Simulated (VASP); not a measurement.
Here is the system:

```xyz
3
Lattice="0.0000 3.1993 3.1993 3.1993 0.0000 3.1993 3.1993 3.1993 0.0000" Properties=species:S:1:pos:R:3 pbc="T T T"
Mg     1.5996     1.5996     1.5996
Mg     4.7989     4.7989     4.7989
Si     0.0000     0.0000     0.0000
```

These are vdW-DF2, VASP's PBE PAW potentials (set 64) (plane waves; VASP 6.6.1) values and carry that method's errors. Run with 520 eV cut-off, Gaussian smearing of 0.050 eV, potentials Mg Si.

Question: Predict the band gap (along the path) with the smallest direct gap where there is one.

Answer: 
```
Item                                   Result
------------------------------------  -------
band gap (along the path)             0.34 eV
smallest direct gap (along the path)  1.82 eV
```

The compound is Mg2Si in the antifluorite structure. It was relaxed first.
